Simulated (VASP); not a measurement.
```
Zn
1.0
    1.34555    -2.33056     0.00000
    1.34555     2.33056     0.00000
    0.00000     0.00000     6.21841
Zn
2
Direct
  0.33333   0.66667   0.25000
  0.66667   0.33333   0.75000
```

Level of theory: vdW-DF2, VASP's PBE PAW potentials (set 64) (plane waves; VASP 6.6.1). Run with 520 eV cut-off, Gaussian smearing of 0.050 eV, potentials Zn.

### Question
Give the energies of bands 9 to 15 at the high-symmetry points, in eV from the Fermi level.

### Answer

```csv
band,Γ,M,K,A,L,H
9,-7.06,-6.75,-7.15,-7.04,-6.75,-7.12
10,-7.02,-6.75,-7.15,-7.04,-6.75,-7.12
11,-7.02,-1.32,1.24,-7.00,-0.76,2.10
12,-5.16,-1.01,1.24,-7.00,-0.76,2.10
13,-2.70,1.08,1.61,1.19,0.29,2.13
14,6.18,1.83,3.69,1.19,0.29,2.13
15,10.54,3.92,3.90,17.25,6.89,2.44
```

It has no gap at this level: it comes out as a metal or semimetal.

The compound is Zn in the hcp structure. It was relaxed first, which changed the volume by +29 %.
